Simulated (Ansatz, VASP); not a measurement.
# Ge (Germanium): VASP beside Ansatz, part 2 of 2

One calculation is typed for both programs; each brings its own data sets. How far apart do they land? The cell is taken from a series of runs on this material, whose earlier steps may have relaxed, scaled, displaced or heated it; both programs get it as it stands.

VASP 6.6.1 and Ansatz 0.2.0.

So far: Set-up; VASP: zone-centre phonons, PBEsol.

## (2) VASP: zone-centre phonons, PBEsol (continued)

Level of this step: PBEsol; plane waves and PAW (Ge_d) (VASP).

Numbers of over 12 decimals in the logs are rounded to 6 here.

From OUTCAR (step 2):

```text
ion  position               nearest neighbor table
   1  0.500  0.500  0.500-   2 2.47   2 2.47   2 2.47   2 2.47
   2  0.750  0.750  0.750-   1 2.47   1 2.47   1 2.47   1 2.47

  LATTYP: Found a body centered tetragonal cell.
 ALAT       =     4.0533481435
 C/A-ratio  =     1.3895617320

 Subroutine GETGRP returns: Found  4 space group operations
 (whereof  2 operations were pure point group operations)

The static configuration has the point symmetry C_1h.
 The point group associated with its full space group is C_2h.

   k-points           NKPTS =   1728   k-points in BZ     NKDIM =   1728   number of bands    NBANDS=     20

   dimension x,y,z NGX =    30 NGY =   30 NGZ =   30
   dimension x,y,z NGXF=    60 NGYF=   60 NGZF=   60

   ENCUT  =  500.0 eV  36.75 Ry    6.06 a.u.   7.33  7.33  7.39*2*pi/ulx,y,z

   NELECT =      28.0000    total number of electrons

 k-points in reciprocal lattice and weights: Points of the shifted mesh
   0.04166667  0.04166667  0.04166667       0.001
   0.04166667  0.04166667  0.12500000       0.001
   0.04166667  0.04166667  0.20833333       0.001
   0.04166667  0.04166667  0.29166667       0.001
   0.04166667  0.04166667  0.37500000       0.001
   0.04166667  0.04166667  0.45833333       0.001
   0.04166667  0.04166667  0.54166667       0.001
   0.04166667  0.04166667  0.62500000       0.001
   0.04166667  0.04166667  0.70833333       0.001
[...]
0.95833333  0.95833333  0.87500000       0.001
   0.95833333  0.95833333  0.95833333       0.001

 average (electrostatic) potential at core
       1 -74.3536       2 -74.3536

  Total       -0.3891595     -0.3891595     -0.0397178     -0.0019140     -0.0026215     -0.0026214
  in kB      -13.4756160    -13.4756160     -1.3753264     -0.0662755     -0.0907743     -0.0907727
  external PRESSURE =      -9.4421861 kB  Pullay stress =       0.0000000 kB

  energy-cutoff  :      500.00
  volume of cell :       46.27
      direct lattice vectors                 reciprocal lattice vectors
     0.000000000  2.866149959  2.816188733    -0.174450049  0.174450049  0.177544919
     2.866149959  0.000000000  2.816188733     0.174450049 -0.174450049  0.177544919
     2.866149959  2.866149959  0.000000000     0.174450049  0.174450049 -0.177544919

 POSITION                                       TOTAL-FORCE (eV/Angst)
 -----------------------------------------------------------------------------------
      2.86595      2.86595      2.81605         0.000007      0.000007     -0.000054
      4.29942      4.29942      4.22442        -0.000007     -0.000007      0.000054
 -----------------------------------------------------------------------------------
    total drift:                               -0.000000      0.000000     -0.000000

 Eigenvectors and eigenvalues of the dynamical matrix
 ----------------------------------------------------

   1 f  =    8.540344 THz    53.660562 2PiTHz  284.875202 cm-1    35.320008 meV
             X         Y         Z           dx          dy          dz
      2.865953  2.865953  2.816048     0.499775    0.499775    0.021230
      4.299422  4.299422  4.224424    -0.499775   -0.499775   -0.021230

   2 f  =    8.532814 THz    53.613254 2PiTHz  284.624050 cm-1    35.288869 meV
             X         Y         Z           dx          dy          dz
      2.865953  2.865953  2.816048     0.500000   -0.500000   -0.000000
      4.299422  4.299422  4.224424    -0.500000    0.500000    0.000000

   3 f  =    8.517079 THz    53.514386 2PiTHz  284.099178 cm-1    35.223793 meV
             X         Y         Z           dx          dy          dz
      2.865953  2.865953  2.816048     0.015012    0.015012   -0.706788
      4.299422  4.299422  4.224424    -0.015012   -0.015012    0.706788

   4 f  =    0.000000 THz     0.000000 2PiTHz    0.000002 cm-1     0.000000 meV
             X         Y         Z           dx          dy          dz
      2.865953  2.865953  2.816048     0.373401    0.358517   -0.481702
      4.299422  4.299422  4.224424     0.373401    0.358517   -0.481702

   5 f/i=    0.000000 THz     0.000000 2PiTHz    0.000002 cm-1     0.000000 meV
             X         Y         Z           dx          dy          dz
      2.865953  2.865953  2.816048     0.593033   -0.131139    0.362098
      4.299422  4.299422  4.224424     0.593033   -0.131139    0.362098

   6 f/i=    0.000000 THz     0.000001 2PiTHz    0.000007 cm-1     0.000001 meV
             X         Y         Z           dx          dy          dz
      2.865953  2.865953  2.816048     0.094255   -0.595204   -0.369930
      4.299422  4.299422  4.224424     0.094255   -0.595204   -0.369930

 ELASTIC MODULI CONTR FROM IONIC RELAXATION (kBar)
 Direction    XX          YY          ZZ          XY          YZ          ZX
 --------------------------------------------------------------------------------
 XX          -0.0189     -0.0070     -0.0089      0.2938      1.9334      0.2059
 YY          -0.0070     -0.0189     -0.0089      0.0163      0.5201      1.8975
 ZZ          -0.0089     -0.0089     -0.0231      2.0023      0.5439      0.7812
 XY           0.2938      0.0163      2.0023   -217.5121      2.5011      0.8411
 YZ           1.9334      0.5201      0.5439      2.5011   -206.0841      2.0737
 ZX           0.2059      1.8975      0.7812      0.8411      2.0737   -206.5024
 --------------------------------------------------------------------------------
```

Energies printed during the response cycles are not total energies of the cell.

## (3) Ansatz: zone-centre phonons, PBEsol

Ansatz runs on its PAW soft_1 files.

The same cell, functional, mesh and smearing now go to Ansatz, which takes its cutoff from its data sets.

Input file input.yaml:

```yaml
crystal:
  lattice:
    - [0.0, 2.8661499588, 2.8161887333]
    - [2.8661499588, 0.0, 2.8161887333]
    - [2.8661499588, 2.8661499588, 0.0]
  atoms:
    - { symbol: Ge, position: [0.4999750143, 0.4999750143, 0.4999562117] }
    - { symbol: Ge, position: [0.7500249857, 0.7500249857, 0.7500437883] }
kpoints:
  mp_grid: { grid: [12, 12, 12], shift: [0.5, 0.5, 0.5] }
hamiltonian:
  xc: pbesol
  pseudopotentials: { kind: paw, azcp: { folder: soft_1 }, xc_functional: pbe }
scf:
  occupations: { method: gaussian, width: 0.015 }
output:
  eigenvalues: true
phonons:
  method: dfpt
```

On the command line:

```sh
$ ansatz run input.yaml --threads 4 --pin off --max-ram 10240MiB --backend cpu --events-out ev --progress --plain --runs-dir out
```

Output:

```text
Engine: ansatz 0.2.0, aarch64-unknown-linux-gnu
Pseudopotentials: kind: paw
Pseudopotential: Ge, paw, valence charge 14, recommended cutoff 420 eV (normal), soft_1/Ge.paw.azcp
Functional definition: PBEsol
  exchange = pbesol_x
  correlation = pbesol_c
Crystal: 2 atoms, lattice volume = 46.269 Å³
Basis set: ecut = 420 eV, 925 PW (Γ), exchange–correlation on 64×64×64 points (8 copies of the dense FFT grid, shifted against one another)
Bands: 18, of which v1, the nominal top of the filled ones, is band 14 counted from 1 (13 counted from 0)
Symmetry: 4 space group operations
k-points: 864 of 1728 (irreducible under 1 space group operation, time reversal used)
Non-local potential: Ge, projectors of the file, l = 0: 2, l = 1: 2, l = 2: 3, l = 3: 1
PAW form: soft (Blöchl's): semilocal exchange-correlation on the pseudo side does not see the compensation charge
PAW frozen core: Ge, regenerated for the run's functional, and the local potential with it (the file was generated under x = pbe(κ = 0.804, μ = 0.219515), c = pbe(β = 0.066725))
PAW one-centre angular grid: Ge, 590 points (default); XC on 64 Gauss nodes
Initial density: superposition of atomic densities (chi_scale 0.1, normalization cell)
Initial wavefunctions: pseudopotential atomic-orbital guess
Functional: x = pbesol(κ = 0.804, μ = 0.123457), c = pbesol(β = 0.046)
SCF iter   1: F=—  HF=-8507.071638 eV  |F-HF|=—  |Δ(HF+E_count)|=         —  Δρ=3.43e-2  dr2=4.32e-1  ethr=3.10e-3  ⟨swp⟩=6.0  Hψ=71496  notcnv=0
preconditioner: auto → none  [insulator: Δε(μ)=0.147 eV  Ē_g=23.190 eV  σ=0.015 eV  W_gap=1.00  n_scr=14 (ndim 8)  ℏωp=28.9 eV  f_vac=0.000  D(μ)=0.00/eV (n_scr^D=0)  ε∞_Penn≈2.6]
SCF iter   2: F=—  HF=-8507.010700 eV  |F-HF|=—  |Δ(HF+E_count)|=   6.09e-2  Δρ=1.65e-2  dr2=8.28e-2  ethr=1.54e-3  ⟨swp⟩=2.0  Hψ=25494  notcnv=0
SCF iter   3: F=—  HF=-8507.003962 eV  |F-HF|=—  |Δ(HF+E_count)|=   6.74e-3  Δρ=1.45e-3  dr2=2.55e-4  ethr=2.96e-4  ⟨swp⟩=2.6  Hψ=21286  notcnv=0
SCF iter   4: F=—  HF=-8507.004156 eV  |F-HF|=—  |Δ(HF+E_count)|=   1.93e-4  Δρ=1.20e-4  dr2=5.33e-6  ethr=9.11e-7  ⟨swp⟩=2.0  Hψ=26818  notcnv=0
SCF iter   5: F=—  HF=-8507.004156 eV  |F-HF|=—  |Δ(HF+E_count)|=   5.79e-7  Δρ=1.43e-4  dr2=6.61e-6  ethr=1.90e-8  ⟨swp⟩=2.0  Hψ=27649  notcnv=0
SCF iter   6: F=—  HF=-8507.004145 eV  |F-HF|=—  |Δ(HF+E_count)|=   1.15e-5  Δρ=9.65e-6  dr2=3.16e-8  ethr=1.90e-8  ⟨swp⟩=2.0  Hψ=27648  notcnv=0
SCF iter   7: F=—  HF=-8507.004145 eV  |F-HF|=—  |Δ(HF+E_count)|=   4.56e-8  Δρ=1.30e-6  dr2=5.68e-10  ethr=1.13e-10  ⟨swp⟩=2.0  Hψ=27649  notcnv=0
SCF iter   8: F=-8507.004145 eV  HF=-8507.004145 eV  |F-HF|=5.46e-12  |Δ(HF+E_count)|=  2.75e-10  Δρ=1.42e-7  dr2=4.78e-12  ethr=1.00e-12  ⟨swp⟩=4.0  Hψ=72968  notcnv=0
SCF 1 converged in 8 iterations: F = -8507.004145 eV  dr2 = 4.78e-12
  greatest PAW one-centre occupation: 0.998 electrons in one spin orbital (limit 2), on the Ge atom at site 1 (counted from 0), in its partial waves of l = 2
DFPT response loops at Γ: preconditioner auto → Kerker (q_TF=auto, 2.509 Å⁻¹) (partly filled bands, converged f_vac=0.066); β = 1.00, the filter's whole step (`scf.mixing.beta` (0.50) is not read by the response loops under this deck's `scf.mixing.preconditioner`; to damp them name `kerker` or `kerker_dos`, under which they read `scf.mixing.beta`, and type it under 1.00, their step now; both keys bind the ground state too); Broyden in place of MSR1
SCF converged after 8 iterations
Free energy (F): -8507.004145 eV
Harris-Foulkes:  -8507.004145 eV  (|F-HF|=5.46e-12)
Internal energy: -8507.004145 eV  (E = F + TS)
E sigma→0 (E₀):  -8507.004145 eV
Entropy (-TS):   -0.000000 eV (-0.000 meV/atom)
Fermi energy:    8.154770 eV
--- Per-component energies (eV) ---
  E_band       = -310.601800
  E_kinetic    = 185.256497
  E_local      = -4534.899123  (includes V_loc(G=0)·N_el)
  E_nonlocal   = 438.550398
  E_hartree    = 2156.758506
  E_xc         = -141.974824
  E_vxc        = -130.037278  (∫ρ·V_xc dr)
  E_paw        = -3944.592496  (= ΣΔE_a)
  E_vpaw       = -582.989510  (= ΣTr[D̂ρ^β])
  E_aug_tail   = 0.000031  (compensation charges beyond the density's cutoff)
  E_ewald      = -2667.939010
  E_core_change = 1.835876  (= ΣΔE_core)
  E_smearing   = -0.000000  (= −TS)
  E_closure    = 0.000000  (closes the sum)
  Σ components = -8507.004145   (vs F -8507.004145, Δ=0.00e0)
--- Band table (eV; the first three rows and the last of 864) ---
  k-point 0: bands = [... 10 lower, -4.4814, 7.2896, 8.0368, 8.1232, 8.6174, 10.6494, 10.7316, 10.7473]
  k-point 1: bands = [... 10 lower, -4.3716, 6.1393, 7.6839, 7.9578, 9.1656, 10.8480, 10.9443, 11.3395]
  k-point 2: bands = [... 10 lower, -4.0995, 4.6339, 7.2403, 7.6371, 9.1205, 11.2498, 11.5132, 12.4438]
  k-point 863: bands = [... 10 lower, -2.4477, 0.6150, 6.4507, 6.7577, 8.4399, 11.7241, 11.9435, 15.1818]
--- Phonons (Γ-DFPT): 2 representative perturbations + reference, on 864 of 1728 k-points (Σ response iterations 6) ---
  k mesh reduced under 1 symmetry operation, with k and −k counted as one. Each operation leaves every solved perturbation unchanged. A smaller set is not used because it would not reduce the number of displacements times k-points to solve
  ASR residual: 9.796e-6 → 0.000e0 eV/Å²; symmetrization residual: 3.046e-6 eV/Å²
  ASR residual per site (eV/Å²): 9.80e-6 9.80e-6
  Γ frequencies (cm⁻¹): 0.00 0.00 0.00 284.02 284.77 285.02
  non-analytic LO–TO correction: not included (Born effective charges unavailable; polar crystals: no LO–TO splitting at Γ)
```

## (4) Differences

Known differences besides the potentials themselves: the cutoff is 420 eV in Ansatz and 500 eV in VASP; Ansatz makes its cores anew for this functional, VASP keeps those of its PBE data sets. Total energies have different zeros and are not compared.

Both answers:

```csv
quantity,Ansatz,VASP,difference
optical mode 1 (cm⁻¹),284.0,284.1,-0.03 %
optical mode 2 (cm⁻¹),284.8,284.6,+0.05 %
optical mode 3 (cm⁻¹),285.0,284.9,+0.05 %
```

Modes are paired by rising frequency, not by their patterns, so a pair may set unlike modes beside each other; they are those without the splitting of longitudinal modes.

## (5) Summary of results

- r.m.s. difference of the optical zone-centre modes, each program's sorted by frequency (zone-centre phonons, PBEsol): 0.13 cm⁻¹

The r.m.s. difference of the optical zone-centre modes, each program's sorted by frequency is 0.13 cm⁻¹ (zone-centre phonons, PBEsol). Such differences can come from data sets, numerical settings and the points named under the comparisons, not from the functional's error against experiment.

[Lines on the potential files, build, host, timing and source positions are cut from VASP's logs without a mark.]

[Logs are printed without paths, hosts, clocks, repeated set-up lines and the standing remarks that a program may print on its own settings, such as how far it seeks lower states.]

[Hosts, paths, dates, database ids (printed as entryN), source tags and the programs' standing remarks are cut or masked in the printed files.]
